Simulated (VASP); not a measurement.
Given:

```xyz
2
Lattice="0.0000 2.3981 2.3981 2.3981 0.0000 2.3981 2.3981 2.3981 0.0000" Properties=species:S:1:pos:R:3 pbc="T T T"
B      1.1990     1.1990     1.1990
As     0.0000     0.0000     0.0000
```

All values below come from PBE GGA, VASP's PBE PAW potentials (set 64) (plane waves; VASP). Run with 400 eV cut-off, 6×6×6 Γ-centred mesh, Gaussian smearing of 0.010 eV, potentials B As.

At this cut-off the stress carries a Pulay error, which pulls relaxed volumes low.

**Question.** Give the stress tensor in GPa (positive for a compressed cell).

**Answer.** 
```
1.75  0.00  0.00
0.00  1.75  0.00
0.00  0.00  1.75
```
The pressure is its mean diagonal, 1.75 GPa.

The structure comes from a computed database's BAs entry; how it stands against other phases isn't given here. The cell was not relaxed at this level.
